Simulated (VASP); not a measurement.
Wanted: the native input for a VASP 6.6.1 run.

| Property | Result |
| --- | --- |
| Task | relaxation of cell and atoms |
| Functional | r2SCAN |
| Potentials or basis | VASP PAW PBE potentials, release 64 (W_sv, S) |
| Cutoff | 600 eV |
| k mesh | 12 × 12 × 3 |
| Occupations | gaussian, width 0.03 eV |
| Spin | no spin polarisation |
| Further INCAR settings | ALGO = Normal; EDIFF = 1e-07; IBRION = 2; EDIFFG = -0.005; NSW = 90; ISIF = 3 |

The structure of WS2 (Tungstenite) lies in POSCAR:

```
WS2                                     
1.0
    3.1832498567      0.0000000000     -0.0000000000
   -1.5916249284      2.7567752425      0.0000000000
   -0.0000000000      0.0000000000     13.0235608726
  W               S             
     2     4
Direct
     0.3333333332999970    0.6666666667000030    0.2500000000000000
     0.6666666667000030    0.3333333332999970    0.7500000000000000
     0.3333333332999970    0.6666666667000030    0.6302538969555502
     0.6666666667000030    0.3333333332999970    0.1302538969555503
     0.3333333332999970    0.6666666667000030    0.8697461030444498
     0.6666666667000030    0.3333333332999970    0.3697461030444497
```

The input as run:

INCAR

```
SYSTEM = WS2
PREC     = Accurate       ! precision mode
ENCUT    = 600            ! plane-wave cutoff, eV
EDIFF    = 1E-7           ! SCF threshold, eV
ISMEAR   = 0              ! smearing method
SIGMA    = 0.03           ! smearing width, eV
LREAL    = .FALSE.        ! projectors in reciprocal space
LASPH    = .TRUE.         ! aspherical terms in the spheres
NELM     = 80             ! most SCF steps
ALGO     = Normal         ! electronic algorithm
ISIF     = 3              ! what is computed and relaxed
LWAVE    = .FALSE.        ! write WAVECAR
LCHARG   = .FALSE.        ! write CHGCAR
METAGGA  = R2SCAN         ! meta-GGA
LMIXTAU  = .TRUE.       
IBRION   = 2              ! ionic algorithm
NSW      = 90             ! ionic steps
EDIFFG   = -0.005         ! ionic threshold
KPAR     = 2
```

KPOINTS

```
Automatic mesh
0
G
  12 12 3
  0 0 0
```

Potentials or basis: VASP PAW PBE potentials, release 64 (W_sv, S).

The run is started by

```bash
$ cat potpaw_PBE.64/W_sv/POTCAR potpaw_PBE.64/S/POTCAR > POTCAR
$ mpirun -np 2 vasp_std > vasp.out
```

Results of the run:

```yaml
Relaxed_volume: 19.05 Å³/atom
Relaxed_cell: a = 3.184 Å, b = 3.184 Å, c = 13.026 Å, α = 90.00°, β = 90.00°, γ = 120.00°
Space_group_after_relaxing_to_0.05_Å: P6_3/mmc (No. 194)
Energy_gained_by_relaxing: 0.0 meV/atom
Ionic_steps: 3
Pressure_after_relaxing: 0.0 GPa
Band_gap_on_the_k_mesh: 1.36 eV, indirect (least direct gap 1.87 eV)
```

Caveat: the PAW data sets were made with another functional, which shifts forces and pressure a little; spin-orbit coupling is left out, which moves the levels of the heavy elements; an odd mesh through Γ misses points on the zone boundary, where band edges often lie.

Wall time 16 min on 2 MPI ranks on Intel(R) Xeon(R) Platinum 8559C (Emerald Rapids), with other jobs on the host, peak memory 0.4 GiB a rank.
